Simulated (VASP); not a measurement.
Level of theory: optB86b-vdW, VASP's PBE PAW potentials (set 64) (plane waves; VASP 6.6.1).

A VASP calculation is set up with these files.

### POSCAR
```
Hf
3.1735450
  0.4999999979  -0.8660253884   0.0000000000
  0.4999999979   0.8660253884   0.0000000000
  0.0000000000   0.0000000000   1.5817487517
Hf
2
Cart
  0.4999999979   0.2886757068   0.3954371879
  0.4999999979  -0.2886757068   1.1863115637
```

KPOINTS:
```
k-points along high-symmetry lines
10
Line-mode
Reciprocal
  0.000000   0.000000   0.000000 ! GAMMA
  0.000000   0.500000   0.000000 ! M

  0.000000   0.500000   0.000000 ! M
 -0.333333   0.666667   0.000000 ! K

 -0.333333   0.666667   0.000000 ! K
  0.000000   0.000000   0.000000 ! GAMMA

  0.000000   0.000000   0.000000 ! GAMMA
  0.000000   0.000000   0.500000 ! A

  0.000000   0.000000   0.500000 ! A
  0.000000   0.500000   0.500000 ! L

  0.000000   0.500000   0.500000 ! L
 -0.333333   0.666667   0.500000 ! H

 -0.333333   0.666667   0.500000 ! H
  0.000000   0.000000   0.500000 ! A

  0.000000   0.500000   0.500000 ! L
  0.000000   0.500000   0.000000 ! M

 -0.333333   0.666667   0.500000 ! H
 -0.333333   0.666667   0.000000 ! K
```

### INCAR
```
ENCUT  =  520   # plane-wave cut-off (eV)
LORBIT  =  11   # lm-projected
LASPH  =  .TRUE.   # aspherical one-centre terms
LWAVE  =  .FALSE.
ICHARG  =  11
LCHARG  =  .FALSE.
SIGMA  =  0.05   # width (eV)
AGGAC  =  0.0
EDIFF  =  1E-7   # SCF stop (eV)
LMAXMIX  =  6   # l cut-off of mixed one-centre charges
PREC  =  Accurate
PARAM2  =  1.0
LUSE_VDW  =  .TRUE.
LREAL  =  .FALSE.   # projection in real space or not
SYSTEM  =  Hf
ISMEAR  =  0
GGA  =  MK
NELM  =  100
ALGO  =  Normal
PARAM1  =  0.1234
```

POTCAR, in this order: Hf_pv (PBE.64 set). Program: vasp_std. Read from the step before: CHGCAR.

Output of the run:

File OSZICAR:
```
       N       E                     dE             d eps       ncg     rms          rms(c)
DAV:   1     0.535870066545E+02    0.53587E+02   -0.11939E+04  2536   0.136E+03
DAV:   2    -0.130987458496E+02   -0.66686E+02   -0.65307E+02  3108   0.270E+02
DAV:   3    -0.152360763071E+02   -0.21373E+01   -0.20325E+01  3484   0.316E+01
DAV:   4    -0.152567349033E+02   -0.20659E-01   -0.20633E-01  2934   0.393E+00
DAV:   5    -0.152571140714E+02   -0.37917E-03   -0.37912E-03  3574   0.409E-01
DAV:   6    -0.152571212101E+02   -0.71387E-05   -0.71382E-05  3164   0.500E-02
DAV:   7    -0.152571214798E+02   -0.26964E-06   -0.26945E-06  3290   0.720E-03
DAV:   8    -0.152571214900E+02   -0.10267E-07   -0.10528E-07  2750   0.133E-03
   1 F= -.15257121E+02 E0= -.15255468E+02  d E =-.330639E-02
```

File OUTCAR:
```
 val. band max:        5.0970473579   @ k =  -0.0741   0.1481   0.0000

 cond. band min:       5.1167682290   @ k =  -0.0000   0.0000   0.5000



 k-point     1 :       0.0000    0.0000    0.0000
  band No.  band energies     occupation
      1     -26.0876      2.00000
      2     -25.2847      2.00000
      3     -25.2847      2.00000
      4     -25.1549      2.00000
      5     -25.1477      2.00000
      6     -25.1477      2.00000
      7      -2.4607      2.00000
      8       1.2040      2.00000
      9       5.7494      0.00000
     10       6.1463      0.00000
     11       6.1463      0.00000
     12       6.4337      0.00000
     13       6.9907      0.00000
     14       6.9907      0.00000

 k-point     2 :       0.0000    0.0556    0.0000
  band No.  band energies     occupation
      1     -26.0790      2.00000
      2     -25.3033      2.00000
      3     -25.2909      2.00000
      4     -25.1674      2.00000
      5     -25.1588      2.00000
      6     -25.1501      2.00000
      7      -2.3642      2.00000
      8       1.2994      2.00000
      9       5.6114      0.00000
     10       5.8570      0.00000
     11       6.2367      0.00000
     12       6.6628      0.00000
     13       6.8859      0.00000
     14       7.0765      0.00000

 k-point     3 :       0.0000    0.1111    0.0000
  band No.  band energies     occupation
      1     -26.0537      2.00000
      2     -25.3567      2.00000
      3     -25.3087      2.00000
      4     -25.2234      2.00000
      5     -25.1707      2.00000
      6     -25.1574      2.00000
      7      -2.0811      2.00000
      8       1.5729      2.00000
      9       5.2392      0.00012
     10       5.4029      0.00000
     11       6.5058      0.00000
     12       6.5825      0.00000
     13       7.0104      0.00000
     14       7.2614      0.00000

 k-point     4 :       0.0000    0.1667    0.0000
  band No.  band energies     occupation
      1     -26.0131      2.00000
...
```

The density is held fixed in this step, so its total energy and stress have no physical meaning. Unless said otherwise, spin-orbit coupling is left out, though it shifts the bands of the heavy elements here.

The compound is Hf in the hcp structure. It was relaxed first.
